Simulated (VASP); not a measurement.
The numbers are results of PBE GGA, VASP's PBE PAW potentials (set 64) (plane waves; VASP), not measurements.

The input files of a VASP run:

### KPOINTS
```
Automatic
0
Gamma
7 7 7
0 0 0
```

POSCAR:
```
GaP
1
    0.0000000000     2.7795000000     2.7795000000
    2.7795000000     0.0000000000     2.7795000000
    2.7795000000     2.7795000000     0.0000000000
Ga P
1 1
Direct
  0.0000000000   0.0000000000   0.0000000000
  0.2500000000   0.2500000000   0.2500000000
```

INCAR:
```
ALGO  =  Normal
EDIFF  =  1E-6
ENCUT  =  400
GGA  =  PE
ISIF  =  2
ISMEAR  =  0
LASPH  =  .True.
LCHARG  =  .False.
LMAXMIX  =  4
LREAL  =  .False.
LWAVE  =  .False.
NBANDS  =  11
NELM  =  100
PREC  =  Accurate
SIGMA  =  0.05
SYSTEM  =  GaP
```

POTCAR, in this order: Ga_d P (PBE.64 set). Program: vasp_std.

**Question.** What will the output report for the number of irreducible k-points (NKPTS), largest plane-wave count, number of space-group operations, FFT grid (NGX, NGY, NGZ)?

**Answer.** 
| Property | Value |
|---|---|
| number of irreducible k-points (NKPTS) | 20 |
| largest plane-wave count | 793 |
| number of space-group operations | 24 |
| FFT grid (NGX, NGY, NGZ) | 28 × 28 × 28 |

The compound is GaP in the zinc blende structure. The cell was not relaxed at this level. The run is one of a series of settings (NBANDS = 11 against the base run), some of them coarse on purpose.
